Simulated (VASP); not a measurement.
## TePb (space group Fm-3m): computed properties

Level of theory: PBEsol GGA, VASP's PBE PAW potentials (set 64) (plane waves; VASP).

```
Item                                                                              Result
-----------------------------------------------  ---------------------------------------
space group                                                                  Fm-3m (225)
cell                                             a = b = c = 6.441 Å, α = β = γ = 90.00°
volume per atom                                                           33.40 Å^3/atom
band gap (over mesh and band path)                                               0.65 eV
smallest direct gap (over mesh and band path)                                    0.65 eV
Hill bulk modulus                                                               45.3 GPa
Hill shear modulus                                                              27.7 GPa
Poisson's ratio                                                                    0.246
band-edge character without spin-orbit coupling                           direct, L to L
band gap with spin-orbit coupling                                                0.03 eV
density                                                                       8.32 g/cm³
C11                                                                              128 GPa
C12                                                                              4.0 GPa
C44                                                                             15.0 GPa
```

PbTe is modelled in the cubic space group Fm-3m (No. 225), the rock salt structure, Pearson symbol cF8. Cell: a = 6.441 Å, b = 6.441 Å, c = 6.441 Å, α = 90.00°, β = 90.00°, γ = 90.00°. Pb on 4a sees 6 Te at 3.221 Å (octahedral). Te on 4b has 6 Pb at 3.221 Å (octahedral). (Neighbours: up to the widest gap in distance over summed covalent radii, below 1.35, at either atom; cation-cation and far metal-metal contacts left out.)
(The calculation used a cell of 2 atoms; values per cell refer to that cell.)

Unless said otherwise, spin-orbit coupling is left out, though it shifts the bands of the heavy elements here.

The structure comes from a measured TePb entry (Fm-3m) of the Crystallography Open Database, whose conditions weren't checked. It was relaxed first. Symmetry was kept, so distortions that lower it aren't found.
